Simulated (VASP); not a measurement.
Input:

```
CELL_PARAMETERS angstrom
     -2.49457     2.49457     2.49457
      2.49457    -2.49457     2.49457
      2.49457     2.49457    -2.49457
ATOMIC_POSITIONS crystal
  Ba 0.00000 0.00000 0.00000
```

Calculation: revTPSS meta-GGA, VASP's PBE PAW potentials (set 64) (plane waves; VASP). Numerical set-up: 520 eV cut-off, 10×10×10 Γ-centred mesh, first-order Methfessel-Paxton smearing of 0.10 eV, potentials Ba_sv.

Task: Give the energy at these volumes per atom, relative to the lowest: 58.43, 60.29, 62.16, 64.02, 65.89 Å³.

Result: 6.2, 1.4, 0.0, 1.5, 5.7 meV/atom. A third-order Birch-Murnaghan fit gives B0 = 8.5 GPa and B0′ = 2.8.

Measured: bulk modulus 9.3 GPa at 0 K (computed value off by -9.4 %), as given by H. Levämäki et al., Physical Review B (2014), arXiv:1402.3671 [corrected for temperature and zero-point phonon effects]; a 4.995 Å at 0 K (computed value off by -0.1 %), as given by Gábor I. Csonka et al., Physical Review B (2009), arXiv:0903.4037 [low-temperature or extrapolated to 0 K; zero-point anharmonic expansion removed].

The compound is Ba in the bcc structure. It was relaxed first.
